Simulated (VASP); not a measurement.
VASP ran on this input.

### INCAR
```
ALGO  =  Normal
EDIFF  =  1E-6
EDIFFG  =  -0.01
ENCUT  =  520
GGA  =  91
IBRION  =  2
ISIF  =  3
ISMEAR  =  1
LASPH  =  T
LCHARG  =  F
LMAXMIX  =  6
LREAL  =  F
LWAVE  =  F
NELM  =  100
NSW  =  60
PREC  =  Accurate
SIGMA  =  0.1
SYSTEM  =  WC
```

KPOINTS:
```
kpoints
0
Gamma
13 13 12
```

**POSCAR**
```
WC
1
    1.4550000000    -2.5201340000     0.0000000000
    1.4550000000     2.5201340000     0.0000000000
    0.0000000000     0.0000000000     2.8400000000
W C
1 1
Direct
  0.0000000000   0.0000000000   0.0000000000
  0.3333330000   0.6666670000   0.5000000000
```

POTCAR, in this order: W_sv C (PBE.64 set). Program: vasp_std.

Q: Translate this PW91 calculation to Quantum ESPRESSO's pw.x.

A: One equivalent input (not run):
```
&CONTROL
  calculation = 'vc-relax'
  pseudo_dir = './pseudo'
  outdir = './out'
  tprnfor = .true.
  tstress = .true.
  nstep = 60
  forc_conv_thr = 0.00039
/
&SYSTEM
  ibrav = 0
  nat = 2
  ntyp = 2
  ecutwfc = 82
  occupations = 'smearing'
  smearing = 'methfessel-paxton'
  degauss = 0.00735
  input_dft = 'pw91'
/
&ELECTRONS
  conv_thr = 7.3e-08
  electron_maxstep = 100
/
&IONS
/
&CELL
/
ATOMIC_SPECIES
  W 183.840 W.upf
  C 12.011 C.upf
CELL_PARAMETERS angstrom
     1.4550000   -2.5201340    0.0000000
     1.4550000    2.5201340    0.0000000
     0.0000000    0.0000000    2.8400000
ATOMIC_POSITIONS crystal
  W    0.0000000  0.0000000  0.0000000
  C    0.3333330  0.6666670  0.5000000
K_POINTS automatic
  13 13 12 0 0 0
```
The two are equivalent in intent, not identical: the potentials are each code's own (VASP's PAW set, PseudoDojo norm-conserving files in pw.x), so ENCUT and ecutwfc are chosen apart and not converted; conv_thr bounds pw.x's estimated SCF error, while EDIFF bounds the energy change between steps; forc_conv_thr acts on force components and is met together with etot_conv_thr.

The compound is WC in the wc structure. This run relaxes it. Symmetry was kept, so distortions that lower it aren't found.
